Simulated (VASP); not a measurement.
Runs of VASP 6.6.1 on TaAs. It takes space group I4_1md (No. 109, tetragonal). The conventional cell has a = 3.444 Å, b = 3.444 Å, c = 11.736 Å, α = 90.00°, β = 90.00°, γ = 90.00°. Ta (site symmetry 2mm) has 6 As at 2.61 to 2.62 Å as nearest neighbours. As (site symmetry 2mm) has 6 Ta at 2.61 to 2.62 Å as nearest neighbours. The cell is a database's computed one.

```csv
level,potentials or basis,k mesh,cutoff (eV),gap on the mesh (eV),pressure (GPa),largest force (eV/Å)
r2SCAN,"VASP PAW PBE potentials, release 64 (Ta_pv, As)",13 × 13 × 13,520,none,0.0,-
PBEsol,"VASP PAW PBE potentials, release 64 (Ta, As)",13 × 13 × 13,500,none,-3.9,0.02
PBEsol,"VASP PAW PBE potentials, release 64 (Ta_pv, As)",19 × 19 × 19,520,none,(b),0.02
PBEsol,"VASP PAW PBE potentials, release 64 (Ta_pv, As)",13 × 13 × 13,700,none,(a),0.02
PBEsol,"VASP PAW PBE potentials, release 64 (Ta_pv, As_d)",13 × 13 × 13,600,none,-3.5,0.02
```

Alike in all rows: task electric field gradients; no spin polarisation; cell as given; smearing fermi-dirac 0.05 eV.

Task: Fill in the values left out.

Result: (a) -3.2; (b) -3.3.

Caveats: the PAW data sets were made with another functional, which shifts forces and pressure a little.

A k mesh can miss the band edges, and the runs leave out spin-orbit coupling on As, Ta.

A gap of «none» marks a metal or a gap under the smearing width.

The runs don't all hold the same shells in valence.

Runs at the PBE level aren't shown here.
